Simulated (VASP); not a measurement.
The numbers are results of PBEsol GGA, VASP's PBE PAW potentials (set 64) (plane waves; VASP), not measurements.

VASP ran on this input.

**KPOINTS**
```
kpoints
0
Gamma
  11 11 6
0 0 0
```

POSCAR:
```
AlN
1
    3.1132802064     0.0000000000     0.0000000000
   -1.5566401032     2.6961797420     0.0000000000
    0.0000000000     0.0000000000     4.9837141637
Al N
2 2
Direct
  0.3333330000   0.6666670000   0.0000000000
  0.6666670000   0.3333330000   0.5000000000
  0.3333330000   0.6666670000   0.3820000000
  0.6666670000   0.3333330000   0.8820000000
```

INCAR:
```
SYSTEM = AlN
PREC = Normal
ENCUT = 450
EDIFF = 1E-5
NELM = 100
ALGO = Fast
LREAL = .FALSE.
LASPH = .TRUE.
ISMEAR = 0
SIGMA = 0.05
GGA = PS
LWAVE = .FALSE.
LCHARG = .FALSE.
NELMIN = 4
IBRION = 2
ISIF = 2
NSW = 20
EDIFFG = -0.03
```

POTCAR, in this order: Al N (PBE.64 set). Program: vasp_std.

### Question
What does the run give for the energy per atom (σ→0)?

### Answer

The energy per atom (σ→0) is -7.830 eV/atom.

**OSZICAR**
```
...
RMM:  12    -0.313203490913E+02    0.85932E-03   -0.19148E-03  1536   0.416E-01    0.132E-01
RMM:  13    -0.313286800559E+02   -0.83310E-02   -0.45737E-02  2010   0.138E+00    0.895E-01
RMM:  14    -0.313212233587E+02    0.74567E-02   -0.13097E-02  1540   0.773E-01    0.383E-01
RMM:  15    -0.313203868577E+02    0.83650E-03   -0.46531E-03  1536   0.489E-01    0.159E-01
RMM:  16    -0.313203398387E+02    0.47019E-04   -0.29435E-04  1536   0.133E-01    0.893E-02
RMM:  17    -0.313203328849E+02    0.69538E-05   -0.28300E-04  1536   0.109E-01    0.401E-02
RMM:  18    -0.313203341528E+02   -0.12680E-05   -0.19381E-05  1064   0.449E-02
   1 F= -.31320334E+02 E0= -.31320334E+02  d E =-.313203E+02
```

The compound is AlN in the wurtzite structure. It was relaxed first.
